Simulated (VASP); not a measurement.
Input:

```xyz
5
Lattice="4.1697 0.0000 0.0000 0.0000 4.1697 0.0000 0.0000 0.0000 4.1697" Properties=species:S:1:pos:R:3 pbc="T T T"
K      0.0000     0.0000     0.0000
Zn     2.0848     2.0848     2.0848
F      2.0848     0.0000     2.0848
F      0.0000     2.0848     2.0848
F      2.0848     2.0848     0.0000
```

Method: PBE GGA, VASP's PBE PAW potentials (set 64) (plane waves; VASP). Numerical set-up: 520 eV cut-off, 6×6×6 Γ-centred mesh, Gaussian smearing of 0.050 eV, potentials K_sv Zn F.

Give the stress tensor in GPa (positive for a compressed cell).

```
-1.81   0.00   0.00
 0.00  -1.81   0.00
 0.00   0.00  -1.81
```
The pressure is its mean diagonal, -1.81 GPa.

The compound is KZnF3 in the cubic perovskite structure. This cell is one point of a volume scan, at 1.03 of the reference volume.
